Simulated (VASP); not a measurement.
Write the native input for VASP 6.6.1 that does the following.

* Task: relaxation of cell and atoms
* Functional: PBE
* Potentials or basis: VASP PAW PBE potentials, release 64 (Al, In_d, As)
* Cutoff: 600 eV
* k mesh: 6 × 6 × 6
* Occupations: gaussian, width 0.03 eV
* Spin: no spin polarisation
* Further INCAR settings: ALGO = Normal; EDIFF = 1e-07; IBRION = 2; EDIFFG = -0.005; NSW = 90; ISIF = 3

The structure of AlIn3As4 lies in POSCAR:

```
AlIn3As4                                
1.0
   -6.0689920521      0.0014875568      6.0757083126
   -6.0675044953     -6.0675044953      0.0000000000
    0.0014875568     -6.0689920521      6.0757083126
  Al              In              As            
     2     6     8
Direct
     0.0000370416091529    0.4999629583908471    0.0000370416091529
     0.0000370416091529    0.9999629583908473    0.0000370416091529
     0.0012566444672959    0.4998692229074755    0.4990049097177532
     0.0012566444672959    0.9998692229074754    0.4990049097177532
     0.4990049097177532    0.4998692229074755    0.0012566444672959
     0.4990049097177532    0.9998692229074754    0.0012566444672959
     0.4992261182583680    0.5007738817416317    0.4992261182583680
     0.4992261182583680    0.0007738817416318    0.4992261182583680
     0.1144193123841185    0.1355806876158816    0.1144193123841185
     0.1144193123841185    0.6355806876158815    0.1144193123841185
     0.1196539869015013    0.1194486781992759    0.6414486566999470
     0.1196539869015013    0.6194486781992758    0.6414486566999470
     0.6414486566999470    0.1194486781992758    0.1196539869015013
     0.6414486566999470    0.6194486781992758    0.1196539869015013
     0.6249533299618629    0.1250466700381369    0.6249533299618629
     0.6249533299618629    0.6250466700381371    0.6249533299618629
```

The cell was built by a generator and needn't be a form met in nature.

The input as run:

INCAR

```
  ALGO = Normal
  EDIFF = 1E-7
  EDIFFG = -0.005
  ENCUT = 600
  GGA = PE
  IBRION = 2
  ISIF = 3
  ISMEAR = 0
  KPAR = 4
  LASPH = T
  LCHARG = F
  LREAL = F
  LWAVE = F
  NELM = 80
  NSW = 90
  PREC = Accurate
  SIGMA = 0.03
```

KPOINTS

```
k-points
0
Gamma
  6 6 6
```

Potentials or basis: VASP PAW PBE potentials, release 64 (Al, In_d, As).

The run is started by

```console
$ cat potpaw_PBE.64/Al/POTCAR potpaw_PBE.64/In_d/POTCAR potpaw_PBE.64/As/POTCAR > POTCAR
$ mpirun -np 4 vasp_std > vasp.out
```

It gave:

```
Relaxed volume                         : 27.99 Å³/atom
Relaxed cell                           : a = 8.589 Å, b = 8.581 Å, c = 8.589 Å, α = 60.03°, β = 59.99°, γ = 60.03°
Space group after relaxing (to 0.05 Å) : Amm2 (No. 38)
Energy gained by relaxing              : 0.0 meV/atom
Ionic steps                            : 3
Pressure after relaxing                : 0.0 GPa
Largest force after relaxing           : 0.004 eV/Å
Band gap on the k mesh                 : 0.08 eV
```

Caveat: spin-orbit coupling is left out, which moves the levels of the heavy elements.

It took 27 min on 4 MPI ranks on Intel(R) Xeon(R) Platinum 8488C (Sapphire Rapids), on a shared host, peak memory 1.8 GiB a rank.
